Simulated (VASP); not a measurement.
A convergence study with VASP on Pb (fcc): a few settings are varied, all else stays as given below, so the limit is that of these other settings. The cell's lengths are 1 % over those of the tabulated start, so it is off equilibrium.

```
Pb
1.0
    0.00000     2.49975     2.49975
    2.49975     0.00000     2.49975
    2.49975     2.49975     0.00000
Pb
1
Direct
  0.00000   0.00000   0.00000
```

All values below come from PBE GGA, VASP's PBE PAW potentials (set 64) (plane waves; VASP). The last row used: ADDGRID = .TRUE., 500 eV cut-off, 14×14×14 Γ-centred mesh, first-order Methfessel-Paxton smearing of 0.10 eV, potentials Pb_d.

```csv
setting,E (eV/atom),pressure (GPa),plane waves
"ADDGRID = unset, ENCUT = 200, PREC = Low",-3.4301,-22.00,210
"ADDGRID = unset, ENCUT = 200, PREC = Normal",-3.4287,-21.95,210
"ADDGRID = .TRUE., ENCUT = 200, PREC = Normal",-3.4286,-21.97,210
"ADDGRID = .TRUE., ENCUT = 200, PREC = Accurate",-3.4267,-21.80,210
"ADDGRID = unset, ENCUT = 300, PREC = Low",(withheld),(withheld),378
"ADDGRID = unset, ENCUT = 300, PREC = Normal",-3.5646,0.36,378
"ADDGRID = .TRUE., ENCUT = 300, PREC = Normal",-3.5647,0.36,378
"ADDGRID = .TRUE., ENCUT = 300, PREC = Accurate",-3.5647,0.37,378
"ADDGRID = unset, ENCUT = 400, PREC = Low",(withheld),(withheld),588
"ADDGRID = unset, ENCUT = 400, PREC = Normal",-3.5653,0.95,588
"ADDGRID = .TRUE., ENCUT = 400, PREC = Normal",-3.5653,0.95,588
"ADDGRID = .TRUE., ENCUT = 400, PREC = Accurate",-3.5653,0.95,588
"ADDGRID = unset, ENCUT = 500, PREC = Low",-3.5659,0.92,821
"ADDGRID = unset, ENCUT = 500, PREC = Normal",-3.5652,0.97,821
"ADDGRID = .TRUE., ENCUT = 500, PREC = Normal",-3.5652,0.97,821
"ADDGRID = .TRUE., ENCUT = 500, PREC = Accurate",-3.5652,0.97,821
```

Question: Fill in the missing entries.

Answer: 
- ADDGRID = unset, ENCUT = 400, PREC = Low, E (eV/atom): -3.5675
- ADDGRID = unset, ENCUT = 400, PREC = Low, pressure (GPa): 0.94
- ADDGRID = unset, ENCUT = 300, PREC = Low, E (eV/atom): -3.5670
- ADDGRID = unset, ENCUT = 300, PREC = Low, pressure (GPa): 0.35

Left out are rungs that failed or repeat a setting and relaxations that didn't move; long series are thinned to 24 rows.

The compound is Pb in the fcc structure. The cell was not relaxed at this level.
